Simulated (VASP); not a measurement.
Consider the following.

```yaml
crystal:
  lattice:
    - [0.00000, 3.17725, 3.17725]
    - [3.17725, 0.00000, 3.17725]
    - [3.17725, 3.17725, 0.00000]
  atoms:
    - { symbol: Na, position: [0.25000, 0.25000, 0.25000] }
    - { symbol: Na, position: [0.75000, 0.75000, 0.75000] }
    - { symbol: S, position: [0.00000, 0.00000, 0.00000] }
```

All values below come from SCAN meta-GGA, VASP's PBE PAW potentials (set 64) (plane waves; VASP). Run with 520 eV cut-off, 6×6×6 Γ-centred mesh, Gaussian smearing of 0.050 eV, potentials Na_pv S.

### Question
Give the stress tensor in GPa (positive for a compressed cell).

### Answer

```
1.91  0.00  0.00
0.00  1.91  0.00
0.00  0.00  1.91
```
The pressure is its mean diagonal, 1.91 GPa.

The compound is Na2S in the antifluorite structure. This cell is one point of a volume scan, at 0.94 of the reference volume.
